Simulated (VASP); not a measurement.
Input of a VASP 6.6.1 run:

File INCAR:

```
PREC = Accurate
ENCUT = 520
EDIFF = 1E-6
ISMEAR = -1
SIGMA = 0.05
LREAL = Auto
LASPH = T
NELM = 100
ALGO = Normal
ISIF = 2
LWAVE = F
LCHARG = F
GGA = PE
IVDW = 12
NBANDS = 55
```

KPOINTS

```
regular mesh
0
Gamma
  1 1 1
```

POSCAR

```
H18SO8
1.0
    6.2144650000      0.0000000000      0.0000000000
    0.0000000000      6.2144650000      0.0000000000
    0.0000000000      0.0000000000      6.2144650000
O H S
8 18 1
Direct
    0.3296341680      0.6002769345      0.8508053388
    0.1779075109      0.1607057084      0.6290485183
    0.0521686098      0.6236095947      0.1635217191
    0.3364730512     -0.1962035348      0.4816987464
    0.5623171102      1.0020009768      0.9451980179
    0.0229625559      0.9799717273      0.9726018249
    0.8668002797      0.3887703929      0.8137466379
    0.8273439467      0.8491318239      0.4799447740
    0.4817952953      0.5763167063      0.8547316623
    0.3297628999      0.6964235859      0.7113243055
    0.1438901016      0.2895502670      0.5537081631
    0.0761288381      0.0319416072      0.6053296623
    0.0025907299      0.4787540038      0.1721628491
    0.1919553815      0.6227245628      0.0699657975
    0.2892123457     -0.0321829795      0.5020222980
    0.2740702538     -0.2299152059      0.3462888599
    0.5065922811      1.1153977052      1.0359057457
    0.7161678439      1.0314644945      0.9188723406
    0.1320145821      0.8855790482      0.9170540022
    0.0448308905      1.1303466992      0.9251802046
    0.7222343355      0.3949656165      0.8423090322
    0.9095875510      0.5395154692      0.8590763646
    0.7754167092      0.7115978608      0.5205757857
    0.8698898457      0.7962712800      0.3369236129
    0.4175580682      0.3132047570      0.4629682523
    0.4637406438      0.5050796810      0.2090445437
    0.5730823168      0.3606102858      0.3364086852
```

Potentials or basis: VASP PAW PBE potentials, release 64 (O, H, S).

Run with:

```sh
$ cat potpaw_PBE.64/O/POTCAR potpaw_PBE.64/H/POTCAR potpaw_PBE.64/S/POTCAR > POTCAR
$ mpirun -np 1 vasp_gam > vasp.out
```

(1) What does it give for the largest force?

(2) What does it give for the pressure?

(3) Predict the band gap on the k mesh.

(4) Predict the dispersion energy per atom.

Results:

(1) 3.642 eV/Å.

(2) 3.0 GPa.

(3) 3.86 eV, direct.

(4) -0.047 eV.
